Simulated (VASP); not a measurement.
Shape and ions are relaxed at each volume.

Here is the system:

```
Tc
1.0
    1.37001    -2.37292     0.00000
    1.37001     2.37292     0.00000
    0.00000     0.00000     4.37609
Tc
2
Direct
  0.33333   0.66667   0.25000
  0.66667   0.33333   0.75000
```

Method: rev-vdW-DF2, VASP's PBE PAW potentials (set 64) (plane waves; VASP). Run with 520 eV cut-off, 15×15×8 Γ-centred mesh, first-order Methfessel-Paxton smearing of 0.10 eV, potentials Tc_pv.

Question: Give the energy at these volumes per atom, relative to the lowest: 13.36, 13.79, 14.21, 14.64, 15.07 Å³.

Answer: 57.4, 14.0, 0.0, 11.1, 43.6 meV/atom. A third-order Birch-Murnaghan fit gives B0 = 312 GPa and B0′ = 4.4.

Measured: bulk modulus 303 GPa at 0 K (computed value off by +3.0 %), as given by Vázquez-Parga, Fernández-Martínez, Viñes, J. Chem. Theory Comput. (2023), doi:10.1021/acs.jctc.3c00612, Supporting … [zero-point energy and finite temperature contributions removed].

The compound is Tc in the hcp structure. It was relaxed first.
